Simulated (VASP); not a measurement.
Here is the system:

```yaml
crystal:
  lattice:
    - [4.11967, 0.00000, 0.00000]
    - [0.00000, 4.13304, 5.81742]
    - [0.00000, -4.13304, 5.81742]
  atoms:
    - { symbol: Ga, position: [0.50000, 0.36072, 0.36072] }
    - { symbol: Ga, position: [0.00000, 0.36701, 0.89450] }
    - { symbol: Ga, position: [0.00000, 0.89450, 0.36701] }
    - { symbol: Ga, position: [0.50000, 0.87613, 0.87613] }
    - { symbol: Bi, position: [0.00000, 0.50146, 0.50146] }
    - { symbol: As, position: [0.00000, 0.00032, 0.00032] }
    - { symbol: As, position: [0.50000, 0.99965, 0.50021] }
    - { symbol: As, position: [0.50000, 0.50021, 0.99965] }
```

Level of theory: PBEsol GGA, VASP's PBE PAW potentials (set 64) (plane waves; VASP). Settings: 400 eV cut-off, 6×4×4 Γ-centred mesh, tetrahedra with Blöchl corrections, potentials Ga_d Bi_d As.

### Question
Give the force on each atom (eV/Å).

### Answer

| atom | Fx | Fy | Fz |
|---|---|---|---|
| Ga1 | 0.000 | 0.000 | 0.075 |
| Ga2 | 0.000 | 0.026 | 0.016 |
| Ga3 | 0.000 | -0.026 | 0.016 |
| Ga4 | 0.000 | 0.000 | 0.000 |
| Bi5 | 0.000 | 0.000 | -0.062 |
| As6 | 0.000 | 0.000 | -0.005 |
| As7 | 0.000 | -0.001 | -0.020 |
| As8 | 0.000 | 0.001 | -0.020 |

### Question
Give the stress tensor in GPa (positive for a compressed cell).

### Answer

```
-0.15   0.00   0.00
 0.00  -0.06   0.00
 0.00   0.00   0.06
```
The pressure is its mean diagonal, -0.05 GPa.

The structure comes from a computed database's Ga4BiAs3 entry (Amm2); how it stands against other phases isn't given here. It was relaxed first, which changed the volume by -5 %.
